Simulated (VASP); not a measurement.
Input:

```
GaN
1.0
    0.00000     2.28174     2.28174
    2.28174     0.00000     2.28174
    2.28174     2.28174     0.00000
Ga N
1 1
Cartesian
  0.00000   0.00000   0.00000
  1.14087   1.14087   1.14087
```

Computed with revTPSS meta-GGA, VASP's PBE PAW potentials (set 64) (plane waves; VASP). Settings: 520 eV cut-off, 10×10×10 Γ-centred mesh, Gaussian smearing of 0.050 eV, potentials Ga_d N.

Problem. Give the stress tensor in GPa (positive for a compressed cell).

Solution. 
```
-5.23   0.00   0.00
 0.00  -5.23   0.00
 0.00   0.00  -5.23
```
The pressure is its mean diagonal, -5.23 GPa.

The compound is GaN in the zinc blende structure, a metastable form; wurtzite is the usual one. This cell is one point of a volume scan, at 1.03 of the reference volume.
